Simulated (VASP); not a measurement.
Input for VASP

File POSCAR:
```
LiCl
1
    0.0000000000     2.4926656254     2.4926656254
    2.4926656254     0.0000000000     2.4926656254
    2.4926656254     2.4926656254     0.0000000000
Li Cl
1 1
Direct
  0.0000000000   0.0000000000   0.0000000000
  0.5000000000   0.5000000000   0.5000000000
```

### INCAR
```
SYSTEM = LiCl
PREC = Accurate
ENCUT = 520
EDIFF = 1E-7
NELM = 100
ALGO = Normal
LREAL = .FALSE.
LASPH = .TRUE.
ISMEAR = 0
SIGMA = 0.05
GGA = CX
LUSE_VDW = .TRUE.
AGGAC = 0.0
LWAVE = .FALSE.
LCHARG = .FALSE.
ISIF = 2
```

KPOINTS:
```
Automatic mesh
0
Gamma
9 9 9
0 0 0
```

POTCAR, in this order: Li_sv Cl (PBE.64 set). Program: vasp_std.

Problem. Write an equivalent input for Quantum ESPRESSO's pw.x.

Solution. One equivalent input (not run):
```
&CONTROL
  calculation = 'scf'
  pseudo_dir = './pseudo'
  outdir = './out'
  tprnfor = .true.
  tstress = .true.
/
&SYSTEM
  ibrav = 0
  nat = 2
  ntyp = 2
  ecutwfc = 74
  occupations = 'smearing'
  smearing = 'gaussian'
  degauss = 0.003675
  input_dft = 'vdw-df-cx'
/
&ELECTRONS
  conv_thr = 7.3e-09
  electron_maxstep = 100
/
ATOMIC_SPECIES
  Li 6.940 Li.upf
  Cl 35.450 Cl.upf
CELL_PARAMETERS angstrom
     0.0000000    2.4926656    2.4926656
     2.4926656    0.0000000    2.4926656
     2.4926656    2.4926656    0.0000000
ATOMIC_POSITIONS crystal
  Li   0.0000000  0.0000000  0.0000000
  Cl   0.5000000  0.5000000  0.5000000
K_POINTS automatic
  9 9 9 0 0 0
```
Limits of the translation: the potentials are each code's own (VASP's PAW set, PseudoDojo norm-conserving files in pw.x), so ENCUT and ecutwfc are chosen apart and not converted; conv_thr bounds pw.x's estimated SCF error, while EDIFF bounds the energy change between steps.

The compound is LiCl in the rock salt structure. This cell is one point of a volume scan, at 0.94 of the reference volume.
